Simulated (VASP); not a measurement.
Output of a VASP run:

OSZICAR:
```
       N       E                     dE             d eps       ncg     rms          rms(c)
DAV:   1     0.733585035297E+03    0.73359E+03   -0.28281E+04  1680   0.236E+03
DAV:   2     0.272310892725E+02   -0.70635E+03   -0.68473E+03  1840   0.655E+02
DAV:   3    -0.944080337541E+02   -0.12164E+03   -0.11833E+03  2604   0.236E+02
DAV:   4    -0.100903576610E+03   -0.64955E+01   -0.64857E+01  2304   0.555E+01
DAV:   5    -0.101156405429E+03   -0.25283E+00   -0.25277E+00  2368   0.969E+00    0.360E+01
DAV:   6    -0.714866209711E+02    0.29670E+02   -0.79524E+01  2092   0.114E+02    0.101E+01
DAV:   7    -0.685094647123E+02    0.29772E+01   -0.49482E+00  2320   0.165E+01    0.588E+00
DAV:   8    -0.744276889727E+02   -0.59182E+01   -0.22006E+00  1924   0.139E+01    0.281E+00
DAV:   9    -0.686673100337E+02    0.57604E+01   -0.13992E+00  1744   0.110E+01    0.110E+00
DAV:  10    -0.693743763527E+02   -0.70707E+00   -0.31894E-01  2104   0.480E+00    0.744E-01
DAV:  11    -0.693923181662E+02   -0.17942E-01   -0.11642E-02  2384   0.938E-01    0.101E+00
DAV:  12    -0.695335218307E+02   -0.14120E+00   -0.61677E-02  1816   0.235E+00    0.309E-01
DAV:  13    -0.695355749250E+02   -0.20531E-02   -0.95734E-03  2376   0.983E-01    0.125E-01
DAV:  14    -0.695381525852E+02   -0.25777E-02   -0.14557E-03  2224   0.354E-01    0.759E-02
DAV:  15    -0.695373951590E+02    0.75743E-03   -0.12435E-03  2100   0.325E-01    0.159E-02
DAV:  16    -0.695390836195E+02   -0.16885E-02   -0.55627E-04  1844   0.242E-01    0.754E-03
DAV:  17    -0.695391222345E+02   -0.38615E-04   -0.56110E-05  2044   0.883E-02    0.610E-03
DAV:  18    -0.695391226974E+02   -0.46287E-06   -0.20755E-06  1256   0.170E-02
   1 F= -.62269961E+02 E0= -.62269961E+02  d E =-.622700E+02
```

File OUTCAR:
```
------------------------ aborting loop because EDIFF is reached ----------------------------------------
  FORCE on cell =-STRESS in cart. coord.  units (eV):
  Direction    XX          YY          ZZ          XY          YZ          ZX
  --------------------------------------------------------------------------------------
  Total        7.2492821      7.2492821      7.3607194     -0.0000000      0.0000000      0.0000000
  in kB      199.4530536    199.4530536    202.5190818     -0.0000000      0.0000000      0.0000000
  external PRESSURE =       0.4750630 kB  Pullay stress =     200.0000000 kB
  volume of cell :       58.23
      direct lattice vectors                 reciprocal lattice vectors
     4.470932156  0.000000000  0.000000000     0.223667004  0.000000000  0.000000000
     0.000000000  4.470932156  0.000000000     0.000000000  0.223667004  0.000000000
     0.000000000  0.000000000  2.913189496     0.000000000  0.000000000  0.343266376
 POSITION                                       TOTAL-FORCE (eV/Angst)
 -----------------------------------------------------------------------------------
      0.00000      0.00000      0.00000         0.000000      0.000000      0.000000
      2.23547      2.23547      1.45659         0.000000      0.000000      0.000000
      1.35255      1.35255      0.00000         0.009876      0.009876     -0.000000
      3.58801      0.88292      1.45659         0.009876     -0.009876      0.000000
      0.88292      3.58801      1.45659        -0.009876      0.009876     -0.000000
      3.11839      3.11839      0.00000        -0.009876     -0.009876      0.000000
 -----------------------------------------------------------------------------------
    total drift:                                0.000000      0.000000      0.000000
  FREE ENERGIE OF THE ION-ELECTRON SYSTEM (eV)
  ---------------------------------------------------
  free  energy   TOTEN  =       -69.5391226974 eV

  energy  without entropy=      -69.5391226974  energy(sigma->0) =      -69.53912270
  enthalpy is  TOTEN    =       -62.2699613596 eV   P V=        7.2691613378

 reached required accuracy - stopping structural energy minimisation
```
(Selected blocks of OUTCAR.)

POSCAR:
```
TiO2
1
    4.4709321562    -0.0000000000     0.0000000000
   -0.0000000000     4.4709321562     0.0000000000
    0.0000000000     0.0000000000     2.9131894955
Ti O
2 4
Direct
  0.0000000000   0.0000000000   0.0000000000
  0.5000000000   0.5000000000   0.5000000000
  0.3025198870   0.3025198870   0.0000000000
  0.8025198870   0.1974801130   0.5000000000
  0.1974801130   0.8025198870   0.5000000000
  0.6974801130   0.6974801130   1.0000000000
```

Problem. Reconstruct the remaining input files.

Solution. This is not unique; one that fits is the input of the run itself, r2SCAN meta-GGA, plane waves, VASP's PBE PAW potentials (set 64).

KPOINTS:
```
kpoints
0
Gamma
  5 5 8
```

INCAR:
```
! general
SYSTEM  = TiO2
PREC    = Accurate
ENCUT   = 620   ! plane-wave cut-off (eV)
LREAL   = F   ! projection in real space or not
LASPH   = T   ! aspherical one-centre terms

! electronic loop
EDIFF   = 1E-6
NELM    = 100   ! most electronic steps
ALGO    = Normal   ! blocked Davidson
LMAXMIX = 4   ! l cut-off of mixed one-centre charges
LMIXTAU = T

! smearing
ISMEAR  = 0   ! Gaussian
SIGMA   = 0.05

! functional
METAGGA = R2SCAN

! ions
IBRION  = 2
NSW     = 40   ! most ionic steps
ISIF    = 3
EDIFFG  = -0.02   ! ionic stop
PSTRESS = 200

! output
LWAVE   = F
LCHARG  = F
```

POTCAR, in this order: Ti_sv O (PBE.64 set). Program: vasp_std.

The compound is TiO2 in the rutile structure. It was relaxed first under an external pressure of 20 GPa.
